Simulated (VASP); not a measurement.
A run of VASP 6.6.1 is set up as follows.

File INCAR:

```
SYSTEM = SbW2
ALGO     = Normal         ! electronic algorithm
EDIFF    = 1E-7           ! SCF threshold, eV
EDIFFG   = -0.02          ! ionic threshold
ENCUT    = 600            ! plane-wave cutoff, eV
GGA      = PE             ! functional
IBRION   = 2              ! ionic algorithm
ISIF     = 3              ! what is computed and relaxed
ISMEAR   = -1             ! smearing method
LASPH    = .TRUE.         ! aspherical terms in the spheres
LCHARG   = .FALSE.        ! write CHGCAR
LREAL    = .FALSE.        ! projectors in reciprocal space
LWAVE    = .FALSE.        ! write WAVECAR
NELM     = 60             ! most SCF steps
NSW      = 60             ! ionic steps
PREC     = Accurate       ! precision mode
PSTRESS  = 20           
SIGMA    = 0.05           ! smearing width, eV
```

KPOINTS

```
k-points
0
G
  7 7 7
  0 0 0
```

The input POSCAR:

```
SbW2
1.0
    0.0000000000      3.1330100000      3.1330100000
    3.1330100000      0.0000000000      3.1330100000
    3.1330100000      3.1330100000      0.0000000000
Sb W
1 2
Direct
    0.5000000000      0.5000000000      0.5000000000
    0.2500000000      0.2500000000      0.2500000000
    0.7500000000      0.7500000000      0.7500000000
```

Potentials or basis: VASP PAW PBE potentials, release 64 (Sb, W_sv).

Launch:

```bash
$ cat potpaw_PBE.64/Sb/POTCAR potpaw_PBE.64/W_sv/POTCAR > POTCAR
$ mpirun -np 1 vasp_std > vasp.out
```

(1) Estimate the space group after relaxing (to 0.05 Å).

(2) Estimate the relaxed volume.

(3) Predict the relaxed cell.

Results:

(1) Fm-3m (No. 225).

(2) 20.30 Å³/atom.

(3) a = 4.416 Å, b = 4.416 Å, c = 4.416 Å, α = 60.00°, β = 60.00°, γ = 60.00°.

Caveat: the cell is relaxed towards a set pressure, so the enthalpy falls and the energy may rise.
